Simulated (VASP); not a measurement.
Output of a VASP run:

File OSZICAR:
```
...
DAV:  13    -0.441723094058E+02    0.16694E-04   -0.35965E-04  2688   0.190E-01    0.315E-02
DAV:  14    -0.441722974091E+02    0.11997E-04   -0.59830E-05  2248   0.561E-02    0.113E-02
DAV:  15    -0.441722961328E+02    0.12763E-05   -0.12101E-05  2536   0.273E-02    0.275E-03
DAV:  16    -0.441722962427E+02   -0.10988E-06   -0.17869E-06  1232   0.127E-02
   1 F= -.44172296E+02 E0= -.44172296E+02  d E =-.441723E+02
       N       E                     dE             d eps       ncg     rms          rms(c)
DAV:   1    -0.441780689119E+02   -0.57728E-02   -0.17142E-01  2488   0.434E+00    0.649E-01
DAV:   2    -0.441729200959E+02    0.51488E-02   -0.18465E-02  2344   0.131E+00    0.214E-01
DAV:   3    -0.441722374589E+02    0.68264E-03   -0.52975E-03  2344   0.453E-01    0.611E-02
DAV:   4    -0.441722223570E+02    0.15102E-04   -0.91968E-04  2960   0.184E-01    0.458E-02
DAV:   5    -0.441722537499E+02   -0.31393E-04   -0.10426E-04  2944   0.811E-02    0.304E-02
DAV:   6    -0.441722848998E+02   -0.31150E-04   -0.64201E-05  2688   0.427E-02    0.205E-02
DAV:   7    -0.441722969904E+02   -0.12091E-04   -0.23205E-05  3064   0.287E-02    0.726E-03
DAV:   8    -0.441722978573E+02   -0.86690E-06   -0.23482E-06  2056   0.102E-02
   2 F= -.44172298E+02 E0= -.44172298E+02  d E =-.161466E-05
       N       E                     dE             d eps       ncg     rms          rms(c)
DAV:   1    -0.441739407256E+02   -0.16437E-02   -0.43033E-02  2488   0.217E+00    0.326E-01
DAV:   2    -0.441726447739E+02    0.12960E-02   -0.46535E-03  2328   0.662E-01    0.108E-01
DAV:   3    -0.441724758388E+02    0.16894E-03   -0.13714E-03  2312   0.227E-01    0.329E-02
DAV:   4    -0.441724690258E+02    0.68130E-05   -0.23828E-04  3024   0.971E-02    0.227E-02
DAV:   5    -0.441724772680E+02   -0.82421E-05   -0.26296E-05  2960   0.401E-02    0.152E-02
DAV:   6    -0.441724851890E+02   -0.79210E-05   -0.17174E-05  2704   0.219E-02    0.105E-02
DAV:   7    -0.441724881297E+02   -0.29407E-05   -0.53325E-06  2704   0.139E-02    0.387E-03
DAV:   8    -0.441724883711E+02   -0.24140E-06   -0.55610E-07  1136   0.548E-03
   3 F= -.44172488E+02 E0= -.44172488E+02  d E =-.192128E-03
       N       E                     dE             d eps       ncg     rms          rms(c)
DAV:   1    -0.441724821409E+02    0.59888E-05   -0.15370E-02  2264   0.164E+00    0.516E-02
DAV:   2    -0.441725749044E+02   -0.92764E-04   -0.15260E-03  1944   0.288E-01    0.339E-02
DAV:   3    -0.441725649589E+02    0.99455E-05   -0.87536E-05  2744   0.700E-02    0.175E-02
DAV:   4    -0.441725593722E+02    0.55867E-05   -0.17807E-05  2928   0.405E-02    0.946E-03
DAV:   5    -0.441725587264E+02    0.64582E-06   -0.29742E-06  1976   0.160E-02
   4 F= -.44172559E+02 E0= -.44172559E+02  d E =-.703553E-04
       N       E                     dE             d eps       ncg     rms          rms(c)
DAV:   1    -0.441719748340E+02    0.58454E-03   -0.13834E-01  2264   0.493E+00    0.153E-01
DAV:   2    -0.441728054574E+02   -0.83062E-03   -0.13599E-02  1944   0.857E-01    0.999E-02
DAV:   3    -0.441727170766E+02    0.88381E-04   -0.76951E-04  2736   0.206E-01    0.514E-02
DAV:   4    -0.441726689551E+02    0.48122E-04   -0.15853E-04  2944   0.120E-01    0.288E-02
DAV:   5    -0.441726633736E+02    0.55815E-05   -0.28472E-05  2656   0.482E-02    0.109E-02
DAV:   6    -0.441726632626E+02    0.11099E-06   -0.24077E-06  2056   0.137E-02
   5 F= -.44172663E+02 E0= -.44172663E+02  d E =-.174892E-03
```

**OUTCAR**
```
------------------------ aborting loop because EDIFF is reached ----------------------------------------
  FORCE on cell =-STRESS in cart. coord.  units (eV):
  Direction    XX          YY          ZZ          XY          YZ          ZX
  --------------------------------------------------------------------------------------
  Total        0.0164039      0.0164039     -0.0309370      0.0000000      0.0000000      0.0000000
  in kB        0.4239119      0.4239119     -0.7994767      0.0000000      0.0000000      0.0000000
  external PRESSURE =       0.0161157 kB  Pullay stress =       0.0000000 kB
  volume of cell :       62.00
      direct lattice vectors                 reciprocal lattice vectors
     3.939835194  0.000000000  0.000000000     0.253817724  0.000000000  0.000000000
     0.000000000  3.939835194  0.000000000     0.000000000  0.253817724  0.000000000
     0.000000000 -0.000000000  3.994171073     0.000000000  0.000000000  0.250364840
 POSITION                                       TOTAL-FORCE (eV/Angst)
 -----------------------------------------------------------------------------------
      0.00000      3.93984      0.00134        -0.000000      0.000000     -0.017714
      1.96992      1.96992      2.04876         0.000000     -0.000000      0.003321
      1.96992      1.96992      3.90873         0.000000      0.000000     -0.002175
      0.00000      1.96992      1.94140         0.000000     -0.000000      0.008284
      1.96992     -0.00000      1.94140         0.000000     -0.000000      0.008284
 -----------------------------------------------------------------------------------
    total drift:                                0.000000     -0.000000     -0.001013
  FREE ENERGIE OF THE ION-ELECTRON SYSTEM (eV)
  ---------------------------------------------------
  free  energy   TOTEN  =       -44.1726632626 eV

  energy  without entropy=      -44.1726632626  energy(sigma->0) =      -44.17266326

 reached required accuracy - stopping structural energy minimisation
```
(Selected blocks of OUTCAR.)

### POSCAR
```
BaTiO3
1
    3.9410439042     0.0000000000     0.0000000000
    0.0000000000     3.9410439042    -0.0000000000
    0.0000000000     0.0000000000     4.0044674848
Ba Ti O
1 1 3
Direct
  1.0000000000   0.0000000000   0.0003956248
  0.5000000000   0.5000000000   0.5143648877
  0.5000000000   0.5000000000   0.9775649219
  0.0000000000   0.5000000000   0.4858372827
  0.5000000000   0.0000000000   0.4858372827
```

Q: Write an INCAR and KPOINTS that could have produced this output.

A: One answer among several that fit: the input of the run itself, LDA (Ceperley-Alder, Perdew-Zunger), plane waves, VASP's LDA PAW potentials (set 64).

**KPOINTS**
```
K-points
0
gamma
 6 6 6
```

INCAR:
```
SYSTEM = BaTiO3
PREC = Accurate; ENCUT = 620; LREAL = .FALSE.
LASPH = .TRUE.
EDIFF = 1E-6; NELM = 100; ALGO = Normal
LMAXMIX = 4
ISMEAR = 0; SIGMA = 0.05
IBRION = 2; NSW = 40; ISIF = 3
EDIFFG = -0.02
LWAVE = .FALSE.; LCHARG = .FALSE.
```

POTCAR, in this order: Ba_sv Ti_sv O (LDA.64 set). Program: vasp_std.

The compound is BaTiO3 in the tetragonal perovskite structure. This run relaxes it. Symmetry was kept, so distortions that lower it aren't found.
